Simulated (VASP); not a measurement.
Given:

```
Ni3Ge
1.0
    3.48943     0.00000     0.00000
    0.00000     3.48943     0.00000
    0.00000     0.00000     3.48943
Ni Ge
3 1
Direct
  0.50000   0.00000   0.50000
  0.00000   0.50000   0.50000
  0.50000   0.50000   0.00000
  0.00000   0.00000   0.00000
```

Calculation: LDA (Ceperley-Alder, Perdew-Zunger), VASP's LDA PAW potentials (set 64) (plane waves; VASP). Settings: 400 eV cut-off, 8×8×8 Γ-centred mesh, first-order Methfessel-Paxton smearing of 0.10 eV, potentials Ni Ge_d.

Problem. Estimate the energy per atom (σ→0), band gap (on the k-mesh) with the smallest direct gap where there is one.

Solution. 
The band gap (on the k-mesh) is none (metal, semimetal or under 0.01 eV) and the energy per atom (σ→0) comes out as -6.600 eV/atom.

Total energies compare only between runs with the same potentials, cut-off and functional.

The structure comes from a computed database's Ni3Ge entry (Pm-3m); how it stands against other phases isn't given here. It was relaxed first. The start is the result of an earlier pass. The run is not spin-polarised, so no magnetic state was tried.
